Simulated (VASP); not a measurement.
# MnCuAs: cell size and functional, part 2 of 2

How much does the relaxed cell of MnCuAs depend on the functional? The starting structure is a computed structure from the Materials Project. The first relaxation on each setting starts from this cell expanded by 3 % in volume.

VASP 6.6.1.

Results so far: PBEsol 13.49 Å³ an atom; LDA 12.64 Å³ an atom.

**4. Relaxation with PBE**

Level of this step: PBE, spin-polarised from an antiferromagnetic start; plane waves and PAW (As, Cu, Mn_pv) (VASP).

PBE, the usual starting point, adds the gradient of the density. This run starts from the cell of an earlier relaxation, which isn't shown; the restart sets up the plane waves anew.

INCAR

```
SYSTEM = MnCuAs
PREC = Accurate
ENCUT = 450
EDIFF = 1E-06
NELM = 100
ISMEAR = 1
SIGMA = 0.15
LREAL = .FALSE.
ALGO = Normal
GGA = PE
NBANDS = 38
ISPIN = 2
MAGMOM = 0 0 0.6 -0.6 4 -4
LASPH = .TRUE.
LMAXMIX = 4
LORBIT = 11
LWAVE = .FALSE.
LCHARG = .FALSE.
KPAR = 8
IBRION = 2
NSW = 50
ISIF = 3
EDIFFG = -0.006
```

POSCAR

```
MnCuAs
1.0
    3.6806262926      0.0000000000      0.0000000000
    0.0000000000      3.6806263954      0.0000000000
    0.0000000000      0.0000000000      6.4108155635
As Cu Mn
2 2 2
Direct
    0.5000000000      0.0000000000      0.2268003657
    0.0000000000      0.5000000000      0.7731996343
    0.5000000000      0.5000000000      0.4999999674
    0.0000000000      0.0000000000      0.5000000326
    0.5000000000      0.0000000000      0.8494567422
    0.0000000000      0.5000000000      0.1505432578
```

KPOINTS

```
Automatic mesh
0
Gamma
8 8 6
0 0 0
```

PAW data sets: As, Cu and Mn_pv (PBE family, release 64).

Run with:

```
$ mpirun -np 8 vasp_std
```

What it wrote:

```text
[banner, memory and clock lines left out]
running    8 mpi-ranks, on    1 nodes
[...]
[... a notice as in an earlier step ...]

 LDA part: xc-table for (Slater+PW92), standard interpolation
 POSCAR, INCAR and KPOINTS ok, starting setup
[...]
entering main loop
       N       E                     dE             d eps       ncg     rms          rms(c)
DAV:   1     0.535687143138E+03    0.53569E+03   -0.27131E+04 16872   0.185E+03
DAV:   2     0.109364719401E+02   -0.52475E+03   -0.50825E+03 15272   0.459E+02
DAV:   3    -0.365817342208E+02   -0.47518E+02   -0.44453E+02 17442   0.155E+02
DAV:   4    -0.390119872352E+02   -0.24303E+01   -0.24021E+01 21494   0.357E+01
[...]
DAV:  14    -0.352124587941E+02   -0.27367E-05   -0.17238E-05 23080   0.104E-01    0.108E-02
DAV:  15    -0.352124603345E+02   -0.15405E-05   -0.40188E-06 14422   0.153E-02    0.606E-03
DAV:  16    -0.352124603273E+02    0.72569E-08   -0.93744E-07  9206   0.252E-02
   1 F= -.35212460E+02 E0= -.35213157E+02  d E =-.352125E+02  mag=    -0.0000
[... from here on, the cycles between the ionic steps are left out ...]
   2 F= -.35212480E+02 E0= -.35213176E+02  d E =-.200341E-04  mag=    -0.0000
   3 F= -.35212480E+02 E0= -.35213176E+02  d E =-.193539E-04  mag=     0.0000
   4 F= -.35212475E+02 E0= -.35213171E+02  d E =-.149043E-04  mag=     0.0000
[...]
reached required accuracy - stopping structural energy minimisation
```

It took 88 s on 8 MPI ranks of Intel Xeon 6975P-C (Granite Rapids), shared host; peak memory 4.4 GiB; 11 min of CPU time.

OUTCAR, selected parts (step 4):

```text
  Total       -0.0045313     -0.0045348      0.0263256      0.0000000      0.0000000      0.0000000
  in kB       -0.0836304     -0.0836951      0.4858731      0.0000000      0.0000000      0.0000000
  external PRESSURE =       0.1061825 kB  Pullay stress =       0.0000000 kB

 POSITION                                       TOTAL-FORCE (eV/Angst)
 -----------------------------------------------------------------------------------
      1.83993      0.00000      1.45386         0.000000      0.000000     -0.005101
      0.00000      1.83994      4.95677         0.000000      0.000000      0.005101
      1.83993      1.83994      3.20531         0.000000      0.000000      0.000001
      0.00000      0.00000      3.20531         0.000000      0.000000     -0.000001
      1.83993      0.00000      5.44555         0.000000      0.000000      0.001549
      0.00000      1.83994      0.96508         0.000000      0.000000     -0.001549
 -----------------------------------------------------------------------------------
    total drift:                                0.000000     -0.000000      0.000000

  FREE ENERGIE OF THE ION-ELECTRON SYSTEM (eV)
  ---------------------------------------------------
  free  energy   TOTEN  =       -35.2124752316 eV

  energy  without entropy=      -35.2145629455  energy(sigma->0) =      -35.21317114

 magnetization (x)
# of ion       s       p       d       tot
------------------------------------------
    1       -0.011   0.020  -0.003   0.007
    2        0.011  -0.020   0.003  -0.007
    3        0.000  -0.000  -0.000  -0.000
    4       -0.000   0.000   0.000   0.000
    5        0.034   0.039   3.330   3.404
    6       -0.034  -0.039  -3.330  -3.404
--------------------------------------------------
tot          0.000   0.000  -0.000  -0.000

[... 2 parts as in an earlier step ...]

[... 2 further parts left out ...]
[key lines of the parts left out:]
E-fermi :   8.1430
```

With PBE the relaxed cell holds 14.468 Å³ an atom, -1.02 % against the starting cell, with a = 3.680 Å and c = 6.411 Å. That is +7.23 % from PBEsol.

**5. Relaxation with PBEsol + D3(BJ)**

D3 with Becke-Johnson damping keeps a finite attraction at short range. This run starts from the cell of an earlier relaxation, which isn't shown; the restart sets up the plane waves anew.

Edit INCAR of step 4 so:

```diff
@@ -9,3 +9,4 @@
 ALGO = Normal
-GGA = PE
+GGA = PS
+IVDW = 12
 NBANDS = 38
```

POSCAR

```
MnCuAs
1.0
    3.5095015018      0.0000000000      0.0000000000
    0.0000000000      3.5095016734      0.0000000000
    0.0000000000      0.0000000000      6.2740258054
As Cu Mn
2 2 2
Direct
    0.5000000000      0.0000000000      0.2218884573
    0.0000000000      0.5000000000      0.7781115427
    0.5000000000      0.5000000000      0.4999999832
    0.0000000000      0.0000000000      0.5000000168
    0.5000000000      0.0000000000      0.8515947744
    0.0000000000      0.5000000000      0.1484052256
```

KPOINTS is that of step 4.

Run with:

```
$ mpirun -np 8 vasp_std
```

What it wrote:

```text
[banner, memory and clock lines left out]
running    8 mpi-ranks, on    1 nodes
[...]
[... a notice as in an earlier step ...]

 [... a notice as in an earlier step ...]

 LDA part: xc-table for (Slater+PW92), standard interpolation
 POSCAR, INCAR and KPOINTS ok, starting setup
[...]
entering main loop
       N       E                     dE             d eps       ncg     rms          rms(c)
DAV:   1     0.547232720315E+03    0.54723E+03   -0.27044E+04 16424   0.191E+03
DAV:   2     0.983258957130E+01   -0.53740E+03   -0.52036E+03 15242   0.475E+02
DAV:   3    -0.405438579518E+02   -0.50376E+02   -0.47174E+02 17076   0.161E+02
DAV:   4    -0.430084299612E+02   -0.24646E+01   -0.24347E+01 21662   0.370E+01
[...]
DAV:  14    -0.385053286349E+02   -0.19780E-04   -0.96464E-05 20600   0.770E-02    0.173E-02
DAV:  15    -0.385053241999E+02    0.44350E-05   -0.76862E-06 21848   0.333E-02    0.776E-03
DAV:  16    -0.385053234151E+02    0.78481E-06   -0.20415E-06 10622   0.211E-02
   1 F= -.41223035E+02 E0= -.41222932E+02  d E =-.412230E+02  mag=    -0.0000
[... from here on, the cycles between the ionic steps are left out ...]
   2 F= -.41223304E+02 E0= -.41223179E+02  d E =-.268573E-03  mag=     0.0000
   3 F= -.41223334E+02 E0= -.41223214E+02  d E =-.298963E-03  mag=     0.0000
   4 F= -.41223331E+02 E0= -.41223210E+02  d E =-.296404E-03  mag=    -0.0000
   5 F= -.41223333E+02 E0= -.41223212E+02  d E =-.297985E-03  mag=    -0.0000
   6 F= -.41223337E+02 E0= -.41223220E+02  d E =-.443977E-05  mag=     0.0000
   7 F= -.41223345E+02 E0= -.41223226E+02  d E =-.118784E-04  mag=    -0.0000
   8 F= -.41223345E+02 E0= -.41223226E+02  d E =-.118096E-04  mag=     0.0000
[...]
reached required accuracy - stopping structural energy minimisation
```

Wall time 1.8 min (8 MPI ranks); peak memory 4 GiB; 14 min of CPU time.

From OUTCAR (step 5):

```text
 Edisp (eV)   -2.72577

 Edisp (eV)   -2.72549

  Total      -0.03051    -0.03051     0.00671     0.00000     0.00000     0.00000
  in kB      -0.63440    -0.63445     0.13950     0.00000     0.00000     0.00000
  external pressure =       -0.38 kB  Pullay stress =        0.00 kB

 POSITION                                       TOTAL-FORCE (eV/Angst)
 -----------------------------------------------------------------------------------
      1.75280      0.00000      1.39108         0.000000      0.000000     -0.005733
      0.00000      1.75280      4.87922         0.000000      0.000000      0.005733
      1.75280      1.75280      3.13515         0.000000      0.000000     -0.000001
      0.00000      0.00000      3.13515         0.000000      0.000000      0.000001
      1.75280      0.00000      5.33964         0.000000      0.000000      0.000818
      0.00000      1.75280      0.93066         0.000000      0.000000     -0.000818
 -----------------------------------------------------------------------------------
    total drift:                                0.000000     -0.000000      0.000000

  FREE ENERGIE OF THE ION-ELECTRON SYSTEM (eV)
  ---------------------------------------------------
  free  energy   TOTEN  =       -41.2233447527 eV

  energy  without entropy=      -41.2229885738  energy(sigma->0) =      -41.22322603

 magnetization (x)
# of ion       s       p       d       tot
------------------------------------------
    1       -0.006   0.020  -0.004   0.009
    2        0.006  -0.020   0.004  -0.009
    3        0.000   0.000  -0.000  -0.000
    4       -0.000  -0.000   0.000   0.000
    5        0.028   0.035   2.763   2.826
    6       -0.028  -0.035  -2.763  -2.826
--------------------------------------------------
tot          0.000   0.000   0.000   0.000

[... 2 parts as in an earlier step ...]

[... 2 further parts left out ...]
[key lines of the parts left out:]
E-fermi :   9.3254
```

With PBEsol + D3(BJ) the relaxed cell holds 12.843 Å³ an atom, -12.14 % against the starting cell, with a = 3.506 Å and c = 6.270 Å. That is -4.81 % from PBEsol.

**6. Relaxation with r2SCAN**

r2SCAN adds the kinetic-energy density, costs more than a GGA and is run with LASPH. This run starts from the cell of an earlier relaxation, which isn't shown and was stopped at its time limit.

Edit INCAR of step 5 so:

```diff
@@ -9,4 +9,4 @@
 ALGO = Normal
-GGA = PS
-IVDW = 12
+METAGGA = R2SCAN
+LASPH = .TRUE.
 NBANDS = 38
@@ -14,3 +14,2 @@
 MAGMOM = 0 0 0.6 -0.6 4 -4
-LASPH = .TRUE.
 LMAXMIX = 4
```

POSCAR

```
MnCuAs
1.0
    3.7856437177      0.0000000000      0.0000000000
    0.0000000000      3.7856436032      0.0000000000
    0.0000000000      0.0000000000      6.2870177929
As Cu Mn
2 2 2
Direct
    0.5000000000      0.0000000000      0.2365583856
    0.0000000000      0.5000000000      0.7634416144
    0.5000000000      0.5000000000      0.5000000208
    0.0000000000      0.0000000000      0.4999999792
    0.5000000000      0.0000000000      0.8405018511
    0.0000000000      0.5000000000      0.1594981489
```

KPOINTS is that of step 5.

Run with:

```
$ mpirun -np 8 vasp_std
```

What it wrote:

```text
[banner, memory and clock lines left out]
running    8 mpi-ranks, on    1 nodes
[...]
[... a notice as in an earlier step ...]

 [... a notice as in an earlier step ...]

 LDA part: xc-table for (None), standard interpolation
 POSCAR, INCAR and KPOINTS ok, starting setup
[...]
entering main loop
       N       E                     dE             d eps       ncg     rms          rms(c)
DAV:   1     0.501239735576E+03    0.50124E+03   -0.28069E+04 16806   0.189E+03
DAV:   2    -0.405479218971E+02   -0.54179E+03   -0.52471E+03 15308   0.474E+02
DAV:   3    -0.918608827425E+02   -0.51313E+02   -0.48466E+02 17190   0.165E+02
DAV:   4    -0.945160838571E+02   -0.26552E+01   -0.26249E+01 21834   0.376E+01
[...]
DAV:  17    -0.822139590286E+02   -0.82146E-05   -0.72386E-07  9226   0.158E-02    0.318E-03
DAV:  18    -0.822139563530E+02    0.26756E-05   -0.40736E-07  9100   0.730E-03    0.167E-03
DAV:  19    -0.822139567369E+02   -0.38398E-06   -0.17004E-07  8938   0.772E-03
   1 F= -.82213957E+02 E0= -.82214588E+02  d E =-.822140E+02  mag=    -0.0000
[... from here on, the cycles between the ionic steps are left out ...]
   2 F= -.82213958E+02 E0= -.82214574E+02  d E =-.110117E-05  mag=     0.0000
   3 F= -.82213947E+02 E0= -.82214547E+02  d E =0.969690E-05  mag=     0.0000
   4 F= -.82213952E+02 E0= -.82214547E+02  d E =-.531535E-05  mag=     0.0000
 trial-energy change:   -0.000005  1 .order   -0.000009   -0.000018   -0.000000
 step:   1.1353(harm=  1.1353)  dis= 0.00066  next Energy=   -82.213956 (dE=-0.931E-05)
 reached required accuracy - stopping structural energy minimisation
```

The job ended after 5.8 min (8 MPI ranks; peak memory 4.6 GiB; 46 min of CPU time).

Parts of OUTCAR (step 6):

```text
  Total        0.0029294      0.0029114      0.0015914      0.0000000      0.0000000      0.0000000
  in kB        0.0520607      0.0517405      0.0282814      0.0000000      0.0000000      0.0000000
  external PRESSURE =       0.0440275 kB  Pullay stress =       0.0000000 kB

 POSITION                                       TOTAL-FORCE (eV/Angst)
 -----------------------------------------------------------------------------------
      1.89391      0.00000      1.48787         0.000000      0.000000      0.000481
      0.00000      1.89391      4.79563         0.000000      0.000000     -0.000481
      1.89391      1.89391      3.14175         0.000000      0.000000      0.000001
      0.00000      0.00000      3.14175         0.000000      0.000000     -0.000001
      1.89391      0.00000      5.28148         0.000000      0.000000     -0.001033
      0.00000      1.89391      1.00201         0.000000      0.000000      0.001033
 -----------------------------------------------------------------------------------
    total drift:                                0.000000      0.000000      0.000000

  FREE ENERGIE OF THE ION-ELECTRON SYSTEM (eV)
  ---------------------------------------------------
  free  energy   TOTEN  =       -82.2139523554 eV

  energy  without entropy=      -82.2157356860  energy(sigma->0) =      -82.21454680

 magnetization (x)
# of ion       s       p       d       tot
------------------------------------------
    1       -0.014   0.003  -0.002  -0.013
    2        0.014  -0.003   0.002   0.013
    3        0.000   0.000  -0.000  -0.000
    4       -0.000  -0.000   0.000   0.000
    5        0.043   0.047   3.951   4.041
    6       -0.043  -0.047  -3.951  -4.041
--------------------------------------------------
tot          0.000   0.000  -0.000  -0.000

[... 2 parts as in an earlier step ...]

[... 2 further parts left out ...]
[key lines of the parts left out:]
E-fermi :   8.2040
```

With r2SCAN the relaxed cell holds 15.025 Å³ an atom, +2.79 % against the starting cell, with a = 3.788 Å and c = 6.283 Å. That is +11.36 % from PBEsol.

**7. Relaxation with r2SCAN + rVV10**

rVV10 adds a nonlocal correlation energy for dispersion. This run starts from the cell of an earlier relaxation, which isn't shown; the restart sets up the plane waves anew.

Edit INCAR of step 6 so:

```diff
@@ -10,2 +10,6 @@
 METAGGA = R2SCAN
+LUSE_VDW = .TRUE.
+IVDW_NL = 2
+BPARAM = 11.95
+CPARAM = 0.0093
 LASPH = .TRUE.
```

POSCAR

```
MnCuAs
1.0
    3.7611632388      0.0000000000      0.0000000000
    0.0000000000      3.7611632991      0.0000000000
    0.0000000000      0.0000000000      6.2817108601
As Cu Mn
2 2 2
Direct
    0.5000000000      0.0000000000      0.2355892043
    0.0000000000      0.5000000000      0.7644107957
    0.5000000000      0.5000000000      0.5000000054
    0.0000000000      0.0000000000      0.4999999946
    0.5000000000      0.0000000000      0.8411994339
    0.0000000000      0.5000000000      0.1588005661
```

KPOINTS is that of step 6.

Run with:

```
$ mpirun -np 8 vasp_std
```

What it wrote:

```text
[banner, memory and clock lines left out]
running    8 mpi-ranks, on    1 nodes
[...]
[... a notice as in an earlier step ...]

|                                                                             |
|               ----> ADVICE to this user running VASP <----                  |
|                                                                             |
|     You have switched on vdW-DFT.                                           |
|     This routine was written and supplied by Jiri Klimes. We recommend      |
|     that you carefully read and cite the following publications:            |
|       J. Klimes, D.R. Bowler, A. Michelides                                 |
|          J. Phys.: Cond Matt. 22 022201 (2010)                              |
|       J. Klimes, D.R. Bowler, A. Michelides                                 |
|          Phys. Rev. B. 83, 195131 (2011)                                    |
|     and references therein.                                                 |
[...]
Total rVV10 correction in eV:      1.4393050    64.4279866
Total rVV10 correction in eV:      1.4393050    64.4279866
Total rVV10 correction in eV:      1.4393050    64.4279866
DAV:  19    -0.807660988328E+02   -0.10912E-06   -0.13601E-07  8986   0.746E-03
Total rVV10 correction in eV:      1.4393060    64.4279866
Total rVV10 correction in eV:      1.4393060    64.4279866
Total rVV10 correction in eV:      1.4393060    64.4279866
Total rVV10 correction in eV:      1.4393060    64.4279866
Total rVV10 correction in eV:      1.4393060    64.4279866
Total rVV10 correction in eV:      1.4393060    64.4279866
Total rVV10 correction in eV:      1.4393060    64.4279866
Total rVV10 correction in eV:      1.4393060    64.4279866
Total rVV10 correction in eV:      1.4393045    64.4279866
Total rVV10 correction in eV:      1.4393045    64.4279866
Total rVV10 correction in eV:      1.4393045    64.4279866
Total rVV10 correction in eV:      1.4393045    64.4279866
Total rVV10 correction in eV:      1.4393045    64.4279866
Total rVV10 correction in eV:      1.4393045    64.4279866
Total rVV10 correction in eV:      1.4393045    64.4279866
Total rVV10 correction in eV:      1.4393045    64.4279866
   1 F= -.80766099E+02 E0= -.80767042E+02  d E =-.807661E+02  mag=    -0.0000
[...]
reached required accuracy - stopping structural energy minimisation
```

The job ended after 2.9 min (8 MPI ranks; peak memory 5.6 GiB).

From OUTCAR (step 7):

```text
  Total        0.0340992      0.0341215     -0.0359353      0.0000000      0.0000000      0.0000000
  in kB        0.6147974      0.6152010     -0.6479024      0.0000000      0.0000000      0.0000000
  external PRESSURE =       0.1940320 kB  Pullay stress =       0.0000000 kB

 POSITION                                       TOTAL-FORCE (eV/Angst)
 -----------------------------------------------------------------------------------
      1.88058      0.00000      1.47990         0.000000      0.000000      0.004297
      0.00000      1.88058      4.80181         0.000000      0.000000     -0.004297
      1.88058      1.88058      3.14086         0.000000      0.000000     -0.000004
      0.00000      0.00000      3.14086         0.000000      0.000000      0.000004
      1.88058      0.00000      5.28417         0.000000      0.000000     -0.005329
      0.00000      1.88058      0.99754         0.000000      0.000000      0.005329
 -----------------------------------------------------------------------------------
    total drift:                                0.000000      0.000000      0.000000

  FREE ENERGIE OF THE ION-ELECTRON SYSTEM (eV)
  ---------------------------------------------------
  free  energy   TOTEN  =       -80.7660988328 eV

  energy  without entropy=      -80.7689271169  energy(sigma->0) =      -80.76704159

 magnetization (x)
# of ion       s       p       d       tot
------------------------------------------
    1       -0.014   0.006  -0.002  -0.011
    2        0.014  -0.006   0.002   0.011
    3        0.000   0.000  -0.000  -0.000
    4       -0.000  -0.000   0.000   0.000
    5        0.043   0.048   3.911   4.002
    6       -0.043  -0.048  -3.911  -4.002
--------------------------------------------------
tot          0.000   0.000   0.000   0.000

[... 2 parts as in an earlier step ...]

[... 2 further parts left out ...]
[key lines of the parts left out:]
E-fermi :   8.3286
```

With r2SCAN + rVV10 the relaxed cell holds 14.811 Å³ an atom, +1.32 % against the starting cell, with a = 3.761 Å and c = 6.282 Å. That is +9.77 % from PBEsol.

**8. All runs side by side**

```tsv
level	volume (Å³/atom)	against the starting cell (%)	a (Å)	c (Å)	pressure left (GPa)	core minutes
PBEsol	13.492	-7.7	3.5786	6.3213	0.04	56.9
LDA	12.64	-13.53	3.4766	6.2747	-0.06	48.4
PBE	14.468	-1.02	3.6799	6.4106	0.01	51.2
PBEsol + D3(BJ)	12.843	-12.14	3.5056	6.2703	-0.04	64.9
r2SCAN	15.025	2.79	3.7878	6.2835	0.0	250.0
r2SCAN + rVV10	14.811	1.32	3.7612	6.2817	0.02	207.0
```

Core minutes are wall time times ranks, summed over the relaxations behind a row (those for a bulk modulus apart), on shared hosts.

**9. Outcome**

| Item | Value |
| --- | --- |
| volume, PBEsol | 13.49 Å³/atom |
| volume, LDA | 12.64 Å³/atom |
| volume, PBE | 14.47 Å³/atom |
| volume, PBEsol + D3(BJ) | 12.84 Å³/atom |
| volume, r2SCAN | 15.03 Å³/atom |
| volume, r2SCAN + rVV10 | 14.81 Å³/atom |

Across 6 levels the volume of MnCuAs spans 18.9 %, from 12.64 Å³ an atom (LDA) to 15.03 Å³ (r2SCAN). Adding D3(BJ) to PBEsol changes the volume by -4.8 %. Adding rVV10 to r2SCAN changes the volume by -1.4 %. The largest site moment differs between levels, from 2.44 to 4.04 μB, which bears on the volume too. All runs keep the symmetry of the start, so they can't find a distortion of lower symmetry. Further runs on this material are not shown.

[Lines on the potential files, build, host, timing and source positions are cut from VASP's logs without a mark.]

[Logs are printed without paths, hosts, clocks, repeated set-up lines and the standing remarks that a program may print on its own settings, such as how far it seeks lower states.]

[Hosts, paths, dates, database ids (printed as entryN), source tags and the programs' standing remarks are cut or masked in the printed files.]
